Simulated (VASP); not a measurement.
HPbNO4:

```
CELL_PARAMETERS angstrom
4.92453 0.00000 0.00000
0.00000 5.59720 0.00000
0.00000 0.00000 7.24347
ATOMIC_POSITIONS crystal
H 0.00000 0.50000 0.19317
H 0.50000 0.00000 0.80683
Pb 0.50000 0.50000 0.95257
Pb 0.00000 0.00000 0.04743
N 0.00000 0.00000 0.63654
N 0.50000 0.50000 0.36346
O 0.00000 0.50000 0.05860
O 0.50000 0.00000 0.94140
O 0.00000 0.19569 0.72995
O 0.00000 0.80431 0.72995
O 0.00000 0.00000 0.46750
O 0.50000 0.69569 0.27005
O 0.50000 0.30431 0.27005
O 0.50000 0.50000 0.53250
```

The cell was built by a generator and needn't be a form met in nature.

* Program: VASP 6.6.1
* Task: relaxation of cell and atoms
* Functional: RPBE
* Potentials or basis: VASP PAW PBE potentials, release 64 (H, Pb_d, N, O)
* Cutoff: 600 eV
* k mesh: 6 × 5 × 4
* Occupations: fermi-dirac, width 0.05 eV
* Spin: no spin polarisation

At the start: pressure 3.2 GPa; volume 14.26 Å³/atom.

Where does the relaxation end?

Over 38 steps the energy falls by 7.6 meV/atom and the volume is 15.55 Å³/atom (+9.1 %); space group Pmmn (No. 59, to 0.05 Å).

Step by step:
| step | energy change (eV) | largest force (eV/Å) | pressure (GPa) | volume (Å³) |
| --- | --- | --- | --- | --- |
| 1 | 0.0000 | 0.8631 | 3.22 | 199.66 |
| 2 | 0.2903 | 3.3187 | -4.48 | 208.04 |
| 3 | -0.0374 | 0.4310 | 1.02 | 201.66 |
| 4 | -0.0396 | 1.0852 | 0.20 | 205.62 |
| 5 | -0.0514 | 0.4040 | 0.56 | 203.72 |
| 6 | -0.0729 | 0.1423 | 0.43 | 206.69 |
| 7 | -0.0763 | 0.1946 | 0.38 | 208.46 |
| 8 | -0.0794 | 0.2111 | -0.25 | 210.01 |
| 9 | -0.0795 | 0.2110 | -0.22 | 209.93 |
| 10 | -0.0822 | 0.2099 | -0.24 | 210.53 |
| 11 | -0.0860 | 0.2124 | -0.29 | 211.85 |
| 12 | -0.0851 | 0.6303 | -0.36 | 214.51 |
| 13 | -0.0870 | 0.3835 | -0.32 | 212.94 |
| 14 | -0.0892 | 0.3128 | -0.29 | 213.36 |
| 15 | -0.0939 | 0.1674 | -0.21 | 214.62 |
| 16 | -0.0938 | 0.3220 | -0.02 | 217.16 |
| 17 | -0.0955 | 0.1904 | -0.12 | 215.85 |
| 18 | -0.0966 | 0.0949 | -0.12 | 216.04 |
| 19 | -0.0970 | 0.1138 | -0.12 | 216.24 |
| 20 | -0.0978 | 0.0975 | -0.12 | 216.26 |
| 21 | -0.0995 | 0.0694 | -0.08 | 216.32 |
| 22 | -0.1003 | 0.1965 | 0.01 | 216.44 |
| 23 | -0.1004 | 0.1616 | -0.02 | 216.41 |
| 24 | -0.1009 | 0.1144 | -0.02 | 216.42 |
| 25 | -0.1020 | 0.0980 | -0.02 | 216.45 |
| 26 | -0.1016 | 0.3072 | -0.02 | 216.53 |
| 27 | -0.1022 | 0.1348 | -0.02 | 216.48 |
| 28 | -0.1028 | 0.1123 | 0.04 | 216.49 |
| 29 | -0.1037 | 0.0700 | 0.21 | 216.51 |
| 30 | -0.1037 | 0.0791 | 0.25 | 216.52 |
| 31 | -0.1045 | 0.0545 | 0.22 | 216.68 |
| 32 | -0.1057 | 0.0557 | 0.13 | 217.16 |
| 33 | -0.1058 | 0.0751 | 0.10 | 217.30 |
| 34 | -0.1062 | 0.0731 | 0.01 | 217.55 |
| 35 | -0.1062 | 0.0733 | 0.01 | 217.55 |
| 36 | -0.1064 | 0.0229 | 0.05 | 217.70 |
| 37 | -0.1064 | 0.0233 | 0.04 | 217.70 |
| 38 | -0.1064 | 0.0178 | 0.05 | 217.76 |

Final structure:
```
CELL_PARAMETERS angstrom
5.04743 0.00000 0.00000
0.00000 5.77347 0.00000
0.00000 0.00000 7.47267
ATOMIC_POSITIONS crystal
H 0.00000 0.50000 0.18768
H 0.50000 0.00000 0.81232
Pb 0.50000 0.50000 0.96690
Pb 0.00000 0.00000 0.03310
N 0.00000 0.00000 0.63549
N 0.50000 0.50000 0.36451
O 0.00000 0.50000 0.05703
O 0.50000 0.00000 0.94297
O 0.00000 0.19148 0.72732
O 0.00000 0.80852 0.72732
O 0.00000 0.00000 0.47047
O 0.50000 0.69148 0.27268
O 0.50000 0.30852 0.27268
O 0.50000 0.50000 0.52953
```

Caveat: the standard files for N, O and F lose accuracy on very short bonds; the PAW data sets were made with another functional, which shifts forces and pressure a little.
